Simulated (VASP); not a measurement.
# Mo(100): what the settings do to the level below the vacuum, part 4 of 5

How far does the level below the vacuum of Mo(100) depend on the numerical settings, and how far on the functional?

VASP 6.6.1, plane waves and PAW; the level of theory is named at each step.

So far, highest filled level below the vacuum (eV): step 2 (the base run) 3.95; step 3 (another mesh, mesh points along a 3, k-mesh 3×3×1) 4.54; step 11 (a lower cutoff, ENCUT 210) 3.94.

## (12) A lower cutoff, ENCUT 280

Level of this step: PBE; plane waves and PAW (Mo) (VASP).

The input, INCAR:

```
SYSTEM = Mo
PREC = Normal
ENCUT = 280
EDIFF = 1E-06
NELM = 120
ISMEAR = 1
SIGMA = 0.1
LREAL = .FALSE.
ALGO = Normal
GGA = PE
NBANDS = 28
LORBIT = 11
LWAVE = .FALSE.
LCHARG = .FALSE.
KPAR = 4
IDIPOL = 3
LDIPOL = .TRUE.
DIPOL = 0.5 0.5 0.5
LVHAR = .TRUE.
LVACPOTAV = .TRUE.
```

The input, POSCAR:

```
Mo
1.0
    3.1500000000      0.0000000000      0.0000000000
    0.0000000000      3.1500000000      0.0000000000
    0.0000000000      0.0000000000     27.4500000000
Mo
7
Direct
    0.0000000000      0.0000000000      0.3278688525
    0.5000000000      0.5000000000      0.3852459016
    0.0000000000      0.0000000000      0.4426229508
    0.5000000000      0.5000000000      0.5000000000
    0.0000000000      0.0000000000      0.5573770492
    0.5000000000      0.5000000000      0.6147540984
    0.0000000000      0.0000000000      0.6721311475
```

The input, KPOINTS:

```
Automatic mesh
0
Gamma
8 8 1
0 0 0
```

Potentials, in the order of the species: Mo (PBE family, release 64).

Command:

```
> mpirun -np 4 vasp_std
```

Output:

```text
[... set-up lines as in an earlier step ...]
 entering main loop
       N       E                     dE             d eps       ncg     rms          rms(c)
DAV:   1     0.152270063995E+03    0.15227E+03   -0.11859E+04   840   0.732E+02
DAV:   2    -0.594505694233E+02   -0.21172E+03   -0.20258E+03  1156   0.192E+02
DAV:   3    -0.781110329215E+02   -0.18660E+02   -0.17975E+02  1172   0.568E+01
DAV:   4    -0.794187410456E+02   -0.13077E+01   -0.12688E+01  1400   0.134E+01
[...]
DAV:  29    -0.722580754048E+02   -0.39428E-05   -0.35115E-07   636   0.226E-03    0.814E-04
DAV:  30    -0.722580764330E+02   -0.10282E-05   -0.11255E-07   620   0.149E-03    0.303E-04
DAV:  31    -0.722580765803E+02   -0.14730E-06   -0.20913E-08   584   0.606E-04
 [... a notice as in an earlier step ...]

   1 F= -.72258077E+02 E0= -.72258698E+02  d E =0.186288E-02
```

Wall time 21 s (4 MPI ranks of AMD EPYC 7R43, shared host); peak memory 0.57 GiB; 82 s of CPU time.

Parts of OUTCAR (step 12):

```text
  Total       -8.0763995     -8.0763995     -6.4656014      0.0000000     -0.0000000      0.0000000
  in kB      -47.5078001    -47.5078001    -38.0326032      0.0000000     -0.0000000      0.0000000
  external PRESSURE =     -44.3494011 kB  Pullay stress =       0.0000000 kB

 POSITION                                       TOTAL-FORCE (eV/Angst)
 -----------------------------------------------------------------------------------
      0.00000      0.00000      9.00000         0.000000     -0.000000      1.645485
      1.57500      1.57500     10.57500        -0.000000      0.000000     -1.374973
      0.00000      0.00000     12.15000         0.000000     -0.000000     -0.213410
      1.57500      1.57500     13.72500         0.000000     -0.000000     -0.000000
      0.00000      0.00000     15.30000         0.000000     -0.000000      0.213410
      1.57500      1.57500     16.87500         0.000000      0.000000      1.374973
      0.00000      0.00000     18.45000         0.000000     -0.000000     -1.645485
 -----------------------------------------------------------------------------------
    total drift:                                0.000000      0.000000      0.000000

  FREE ENERGIE OF THE ION-ELECTRON SYSTEM (eV)
  ---------------------------------------------------
  free  energy   TOTEN  =       -72.2580765803 eV

  energy  without entropy=      -72.2599394605  energy(sigma->0) =      -72.25869754

[... 1 part as in an earlier step ...]

[... 2 further parts left out ...]
[key lines of the parts left out:]
E-fermi :   0.3821
```

This step gave:

```
electronic cycles                          : 31
free energy (TOTEN)                        : -72.2581 eV
energy at zero smearing                    : -72.2587 eV
Fermi energy                               : 0.3821 eV
vacuum levels                              : 4.327, 4.327 eV
work functions of the upper and lower face : 3.945, 3.945 eV
highest filled level below the vacuum      : 3.945 eV
```

Against the base run its depth below the vacuum changes by -0.00 eV and the energy by +3.5 meV an atom.

## (13) Another smearing width, SIGMA 0.02

The width trades sharpness at the Fermi level against the mesh needed.

INCAR: that of step 12 with these lines changed.

```diff
@@ -2,3 +2,3 @@
 PREC = Normal
-ENCUT = 280
+ENCUT = 350
 EDIFF = 1E-06
@@ -6,3 +6,3 @@
 ISMEAR = 1
-SIGMA = 0.1
+SIGMA = 0.02
 LREAL = .FALSE.
```

POSCAR is that of step 12.

KPOINTS is that of step 12.

Command:

```
> mpirun -np 4 vasp_std
```

Output:

```text
[... set-up lines as in an earlier step ...]
 entering main loop
       N       E                     dE             d eps       ncg     rms          rms(c)
DAV:   1     0.172242499015E+03    0.17224E+03   -0.13335E+04   840   0.877E+02
DAV:   2    -0.565979650618E+02   -0.22884E+03   -0.21677E+03  1116   0.216E+02
DAV:   3    -0.778395705610E+02   -0.21242E+02   -0.20478E+02  1176   0.621E+01
DAV:   4    -0.793942224350E+02   -0.15547E+01   -0.15028E+01  1408   0.152E+01
[...]
DAV:  28    -0.722841598310E+02   -0.60936E-05   -0.11917E-06   800   0.462E-03    0.183E-03
DAV:  29    -0.722841621635E+02   -0.23325E-05   -0.30945E-07   612   0.348E-03    0.128E-03
DAV:  30    -0.722841626277E+02   -0.46418E-06   -0.66222E-08   600   0.153E-03
 [... a notice as in an earlier step ...]

   1 F= -.72284163E+02 E0= -.72284102E+02  d E =-.181133E-03
```

It took 27 s on 4 MPI ranks; peak memory 0.66 GiB.

From OUTCAR (step 13):

```text
  Total       -7.9577128     -7.9577128     -6.4259284      0.0000000      0.0000000      0.0000000
  in kB      -46.8096493    -46.8096493    -37.7992350      0.0000000      0.0000000      0.0000000
  external PRESSURE =     -43.8061779 kB  Pullay stress =       0.0000000 kB

 POSITION                                       TOTAL-FORCE (eV/Angst)
 -----------------------------------------------------------------------------------
      0.00000      0.00000      9.00000        -0.000000      0.000000      1.627239
      1.57500      1.57500     10.57500        -0.000000     -0.000000     -1.371139
      0.00000      0.00000     12.15000        -0.000000      0.000000     -0.212877
      1.57500      1.57500     13.72500        -0.000000      0.000000      0.000000
      0.00000      0.00000     15.30000         0.000000      0.000000      0.212877
      1.57500      1.57500     16.87500         0.000000     -0.000000      1.371139
      0.00000      0.00000     18.45000        -0.000000      0.000000     -1.627239
 -----------------------------------------------------------------------------------
    total drift:                                0.000000      0.000000      0.000000

  FREE ENERGIE OF THE ION-ELECTRON SYSTEM (eV)
  ---------------------------------------------------
  free  energy   TOTEN  =       -72.2841626277 eV

  energy  without entropy=      -72.2839814949  energy(sigma->0) =      -72.28410225

[... 2 parts as in an earlier step ...]

[... 1 further part left out ...]
[key lines of the parts left out:]
E-fermi :   0.3851
```

This step gave:

```yaml
electronic_cycles: 30
free_energy_toten: -72.2842 eV
energy_at_zero_smearing: -72.2841 eV
fermi_energy: 0.3851 eV
vacuum_levels: 4.322, 4.322 eV
work_functions_of_the_upper_and_lower_face: 3.937, 3.937 eV
highest_filled_level_below_the_vacuum: 3.937 eV
```

Against the base run its depth below the vacuum changes by -0.01 eV and the energy by -0.1 meV an atom.

## (14) Another smearing width, SIGMA 0.4

INCAR: that of step 13 with these lines changed.

```diff
@@ -6,3 +6,3 @@
 ISMEAR = 1
-SIGMA = 0.02
+SIGMA = 0.4
 LREAL = .FALSE.
```

POSCAR is that of step 13.

KPOINTS is that of step 13.

Command:

```
> mpirun -np 4 vasp_std
```

Output:

```text
[... set-up lines as in an earlier step ...]
 entering main loop
       N       E                     dE             d eps       ncg     rms          rms(c)
DAV:   1     0.172249570451E+03    0.17225E+03   -0.13335E+04   840   0.877E+02
DAV:   2    -0.566086132256E+02   -0.22886E+03   -0.21684E+03  1116   0.216E+02
DAV:   3    -0.778670336777E+02   -0.21258E+02   -0.20471E+02  1176   0.620E+01
DAV:   4    -0.794210285544E+02   -0.15540E+01   -0.14939E+01  1408   0.152E+01
[...]
DAV:  28    -0.722772890116E+02   -0.52187E-05    0.17936E-06   664   0.265E-03    0.890E-04
DAV:  29    -0.722772908067E+02   -0.17951E-05    0.15667E-06   628   0.133E-03    0.537E-04
DAV:  30    -0.722772916708E+02   -0.86414E-06    0.11002E-06   636   0.127E-03
 [... a notice as in an earlier step ...]

   1 F= -.72277292E+02 E0= -.72283858E+02  d E =0.196978E-01
```

Wall time 26 s (4 MPI ranks); peak memory 0.65 GiB.

Parts of OUTCAR (step 14):

```text
  Total       -8.0123752     -8.0123752     -6.1804831      0.0000000      0.0000000      0.0000000
  in kB      -47.1311897    -47.1311897    -36.3554519      0.0000000      0.0000000      0.0000000
  external PRESSURE =     -43.5392771 kB  Pullay stress =       0.0000000 kB

 POSITION                                       TOTAL-FORCE (eV/Angst)
 -----------------------------------------------------------------------------------
      0.00000      0.00000      9.00000        -0.000000     -0.000000      1.574878
      1.57500      1.57500     10.57500        -0.000000     -0.000000     -1.337536
      0.00000      0.00000     12.15000         0.000000      0.000000     -0.199711
      1.57500      1.57500     13.72500        -0.000000      0.000000      0.000000
      0.00000      0.00000     15.30000        -0.000000      0.000000      0.199711
      1.57500      1.57500     16.87500        -0.000000     -0.000000      1.337536
      0.00000      0.00000     18.45000         0.000000      0.000000     -1.574878
 -----------------------------------------------------------------------------------
    total drift:                                0.000000      0.000000      0.000000

  FREE ENERGIE OF THE ION-ELECTRON SYSTEM (eV)
  ---------------------------------------------------
  free  energy   TOTEN  =       -72.2772916708 eV

  energy  without entropy=      -72.2969895082  energy(sigma->0) =      -72.28385762

[... 2 parts as in an earlier step ...]

[... 1 further part left out ...]
[key lines of the parts left out:]
E-fermi :   0.3903
```

Numbers from this step:

```
free energy (TOTEN)                        : -72.2773 eV
energy at zero smearing                    : -72.2839 eV
Fermi energy                               : 0.3903 eV
vacuum levels                              : 4.366, 4.366 eV
work functions of the upper and lower face : 3.976, 3.976 eV
highest filled level below the vacuum      : 3.976 eV
```

Against the base run its depth below the vacuum changes by +0.03 eV and the energy by -0.1 meV an atom.

## (15) Another level, functional LDA, disp none

This step: LDA; plane waves and PAW (Mo) (VASP 6.6.1).

Beside the numerical settings stands the choice of exchange and correlation.

INCAR: that of step 14 with these lines changed.

```diff
@@ -6,6 +6,6 @@
 ISMEAR = 1
-SIGMA = 0.4
+SIGMA = 0.1
 LREAL = .FALSE.
 ALGO = Normal
-GGA = PE
+GGA = CA
 NBANDS = 28
```

POSCAR is that of step 14.

KPOINTS is that of step 14.

Command:

```
> mpirun -np 4 vasp_std
```

Output:

```text
[banner, memory and clock lines left out]
running    4 mpi-ranks, on    1 nodes
 distrk:  each k-point on    1 cores,    4 groups
 distr:  one band on    1 cores,    1 groups

 POSCAR found type information on POSCAR Mo
 POSCAR found :  1 types and       7 ions
|                                                                             |
|               ----> ADVICE to this user running VASP <----                  |
|                                                                             |
|     You enforced a specific xc type in the INCAR file but a different       |
|     [... a line on the potential file left out ...]
|     I HOPE YOU KNOW WHAT YOU ARE DOING!                                     |
|                                                                             |

 LDA part: xc-table for (Slater(with rela. corr.)+CA(PZ))
 , standard interpolation
 POSCAR, INCAR and KPOINTS ok, starting setup
 FFT: planning ... GRIDC
 FFT: planning ... GRID_SOFT
 FFT: planning ... GRID
 WAVECAR not read
 entering main loop
       N       E                     dE             d eps       ncg     rms          rms(c)
DAV:   1     0.164805888597E+03    0.16481E+03   -0.13352E+04   840   0.878E+02
DAV:   2    -0.648621363278E+02   -0.22967E+03   -0.21759E+03  1100   0.217E+02
DAV:   3    -0.870535198490E+02   -0.22191E+02   -0.21380E+02  1192   0.635E+01
DAV:   4    -0.884574073879E+02   -0.14039E+01   -0.13463E+01  1368   0.147E+01
DAV:   5    -0.885197776634E+02   -0.62370E-01   -0.60965E-01  1312   0.288E+00    0.367E+01
DAV:   6    -0.101485035852E+03   -0.12965E+02   -0.18537E+02  1468   0.418E+01    0.298E+01
DAV:   7    -0.102654664008E+03   -0.11696E+01   -0.52536E+02  1456   0.812E+01    0.245E+01
DAV:   8    -0.840330356117E+02    0.18622E+02   -0.17202E+02  1420   0.497E+01    0.136E+01
DAV:   9    -0.809482329734E+02    0.30848E+01   -0.26584E+01  1388   0.239E+01    0.623E+00
DAV:  10    -0.807858691590E+02    0.16236E+00   -0.31183E+00  1376   0.736E+00    0.459E+00
DAV:  11    -0.807807385052E+02    0.51307E-02   -0.30696E-01  1320   0.231E+00    0.450E+00
DAV:  12    -0.806308536236E+02    0.14988E+00   -0.29504E-01  1204   0.219E+00    0.407E+00
DAV:  13    -0.804642687446E+02    0.16658E+00   -0.25507E-01  1232   0.200E+00    0.313E+00
DAV:  14    -0.803628357465E+02    0.10143E+00   -0.44078E-01  1320   0.238E+00    0.152E+00
DAV:  15    -0.803303244231E+02    0.32511E-01   -0.78588E-02  1316   0.101E+00    0.768E-01
DAV:  16    -0.803210625030E+02    0.92619E-02   -0.27028E-02  1408   0.678E-01    0.335E-01
DAV:  17    -0.803179366097E+02    0.31259E-02   -0.15625E-02  1236   0.491E-01    0.161E-01
DAV:  18    -0.803183080959E+02   -0.37149E-03   -0.12048E-03  1176   0.196E-01    0.145E-01
DAV:  19    -0.803186740462E+02   -0.36595E-03   -0.39047E-03  1348   0.232E-01    0.864E-02
DAV:  20    -0.803188667597E+02   -0.19271E-03   -0.67539E-04  1332   0.107E-01    0.436E-02
DAV:  21    -0.803190598464E+02   -0.19309E-03   -0.12404E-04  1028   0.376E-02    0.262E-02
DAV:  22    -0.803192165726E+02   -0.15673E-03   -0.95514E-05  1224   0.332E-02    0.961E-03
DAV:  23    -0.803192465422E+02   -0.29970E-04   -0.27340E-05  1396   0.238E-02    0.101E-02
DAV:  24    -0.803192792187E+02   -0.32676E-04   -0.12072E-05  1016   0.142E-02    0.458E-03
DAV:  25    -0.803192909645E+02   -0.11746E-04   -0.77311E-06  1140   0.102E-02    0.529E-03
DAV:  26    -0.803192937473E+02   -0.27828E-05   -0.16695E-06   704   0.668E-03    0.319E-03
DAV:  27    -0.803192991352E+02   -0.53879E-05   -0.22372E-06   860   0.538E-03    0.162E-03
DAV:  28    -0.803193018223E+02   -0.26871E-05   -0.56619E-07   640   0.344E-03    0.162E-03
DAV:  29    -0.803193036742E+02   -0.18519E-05   -0.21118E-07   604   0.223E-03    0.155E-03
DAV:  30    -0.803193056904E+02   -0.20161E-05   -0.34954E-07   640   0.236E-03    0.581E-04
DAV:  31    -0.803193060786E+02   -0.38821E-06   -0.63347E-08   596   0.135E-03
 [... a notice as in an earlier step ...]

   1 F= -.80319306E+02 E0= -.80319728E+02  d E =0.126491E-02
```

The job ended after 28 s (4 MPI ranks; peak memory 0.56 GiB; 1.8 min of CPU time).

Parts of OUTCAR (step 15):

```text
   NELECT =      42.0000    total number of electrons

 E-fermi :   0.0840

 k-point     1 :       0.0000    0.0000    0.0000
  band No.  band energies     occupation
    ...
     20      -0.4417      2.00000
     21       0.0244      1.83706
     22       0.0244      1.83706
     23       0.0585      1.41637
     24       0.0621      1.36060
     25       0.4436     -0.00000
     26       0.5050     -0.00000
     27       1.0340     -0.00000
     28       1.0340     -0.00000

  Total      -15.2304195    -15.2304195    -12.6382428      0.0000000      0.0000000      0.0000000
  in kB      -89.5898875    -89.5898875    -74.3419281      0.0000000      0.0000000      0.0000000
  external PRESSURE =     -84.5072344 kB  Pullay stress =       0.0000000 kB

 POSITION                                       TOTAL-FORCE (eV/Angst)
 -----------------------------------------------------------------------------------
      0.00000      0.00000      9.00000         0.000000     -0.000000      2.266546
      1.57500      1.57500     10.57500        -0.000000     -0.000000     -1.325902
      0.00000      0.00000     12.15000         0.000000      0.000000     -0.215018
      1.57500      1.57500     13.72500         0.000000     -0.000000      0.000000
      0.00000      0.00000     15.30000         0.000000      0.000000      0.215018
      1.57500      1.57500     16.87500        -0.000000      0.000000      1.325902
      0.00000      0.00000     18.45000         0.000000     -0.000000     -2.266546
 -----------------------------------------------------------------------------------
    total drift:                                0.000000      0.000000      0.000000

  FREE ENERGIE OF THE ION-ELECTRON SYSTEM (eV)
  ---------------------------------------------------
  free  energy   TOTEN  =       -80.3193060786 eV

  energy  without entropy=      -80.3205709858  energy(sigma->0) =      -80.31972771

 vacuum level on the upper side and lower side of the slab         4.376         4.376

[... 9 parts as in an earlier step ...]

[... 9 further parts left out ...]
```

The PAW data sets were made with PBE, though LDA sets exist; this is a small mismatch.

Numbers from this step:

```yaml
electronic_cycles: 31
free_energy_toten: -80.3193 eV
energy_at_zero_smearing: -80.3197 eV
fermi_energy: 0.084 eV
vacuum_levels: 4.376, 4.376 eV
work_functions_of_the_upper_and_lower_face: 4.292, 4.292 eV
highest_filled_level_below_the_vacuum: 4.292 eV
```

Force by atom:

| atom | x (eV/Å) | y (eV/Å) | z (eV/Å) | size |
| --- | --- | --- | --- | --- |
| Mo1 | 0.00 | 0.00 | 2.27 | 2.27 |
| Mo2 | 0.00 | 0.00 | -1.33 | 1.33 |
| Mo3 | 0.00 | 0.00 | -0.22 | 0.22 |
| Mo4 | 0.00 | 0.00 | 0.00 | 0.00 |
| Mo5 | 0.00 | 0.00 | 0.22 | 0.22 |
| Mo6 | 0.00 | 0.00 | 1.33 | 1.33 |
| Mo7 | 0.00 | 0.00 | -2.27 | 2.27 |

Against the base run its depth below the vacuum changes by +0.35 eV.

## (16) Another level, functional PBEsol, disp none

This step: PBEsol; plane waves and PAW (Mo) (VASP 6.6.1).

INCAR: that of step 15 with these lines changed.

```diff
@@ -9,3 +9,3 @@
 ALGO = Normal
-GGA = CA
+GGA = PS
 NBANDS = 28
```

POSCAR is that of step 15.

KPOINTS is that of step 15.

Command:

```
> mpirun -np 4 vasp_std
```

Output:

```text
[banner, memory and clock lines left out]
running    4 mpi-ranks, on    1 nodes
[...]
[... a notice as in an earlier step ...]

 LDA part: xc-table for (Slater+PW92), standard interpolation
 POSCAR, INCAR and KPOINTS ok, starting setup
[...]
entering main loop
       N       E                     dE             d eps       ncg     rms          rms(c)
DAV:   1     0.167147004940E+03    0.16715E+03   -0.13347E+04   840   0.877E+02
DAV:   2    -0.619601730077E+02   -0.22911E+03   -0.21701E+03  1100   0.217E+02
DAV:   3    -0.841452786437E+02   -0.22185E+02   -0.21375E+02  1192   0.632E+01
DAV:   4    -0.855231511624E+02   -0.13779E+01   -0.13217E+01  1384   0.145E+01
[...]
DAV:  23    -0.776397642963E+02   -0.38208E-04   -0.13965E-05  1116   0.169E-02    0.105E-02
DAV:  24    -0.776397974885E+02   -0.33192E-04   -0.12839E-05  1072   0.110E-02    0.348E-03
DAV:  25    -0.776397981832E+02   -0.69466E-06   -0.17843E-06   880   0.506E-03
 [... a notice as in an earlier step ...]

   1 F= -.77639798E+02 E0= -.77640478E+02  d E =0.204059E-02
```

Wall time 27 s (4 MPI ranks); peak memory 0.62 GiB; 1.7 min of CPU time.

From OUTCAR (step 16):

```text
  Total      -12.9935946    -12.9935946    -10.7477004      0.0000000      0.0000000     -0.0000000
  in kB      -76.4322139    -76.4322139    -63.2211918      0.0000000      0.0000000     -0.0000000
  external PRESSURE =     -72.0285399 kB  Pullay stress =       0.0000000 kB

 POSITION                                       TOTAL-FORCE (eV/Angst)
 -----------------------------------------------------------------------------------
      0.00000      0.00000      9.00000        -0.000000      0.000000      2.066021
      1.57500      1.57500     10.57500         0.000000     -0.000000     -1.337510
      0.00000      0.00000     12.15000         0.000000      0.000000     -0.208739
      1.57500      1.57500     13.72500        -0.000000      0.000000      0.000000
      0.00000      0.00000     15.30000        -0.000000      0.000000      0.208739
      1.57500      1.57500     16.87500        -0.000000     -0.000000      1.337510
      0.00000      0.00000     18.45000        -0.000000      0.000000     -2.066021
 -----------------------------------------------------------------------------------
    total drift:                                0.000000      0.000000      0.000000

  FREE ENERGIE OF THE ION-ELECTRON SYSTEM (eV)
  ---------------------------------------------------
  free  energy   TOTEN  =       -77.6397981832 eV

  energy  without entropy=      -77.6418387746  energy(sigma->0) =      -77.64047838

[... 2 parts as in an earlier step ...]

[... 1 further part left out ...]
[key lines of the parts left out:]
E-fermi :   0.2677
```

The PAW data sets were made with PBE, which is usual practice but a small mismatch for other functionals.

Against the base run its depth below the vacuum changes by +0.10 eV.

(Continued in part 5 of 5.)

[Lines on the potential files, build, host, timing and source positions are cut from VASP's logs without a mark.]

[Logs are printed without paths, hosts, clocks, repeated set-up lines and the standing remarks that a program may print on its own settings, such as how far it seeks lower states.]

[Hosts, paths, dates, database ids (printed as entryN), source tags and the programs' standing remarks are cut or masked in the printed files.]

[In band tables of VASP the shares of atoms and orbitals are scaled to a sum of 1 inside the atoms' spheres.]

[Runs that stopped without an error message from VASP are left out.]
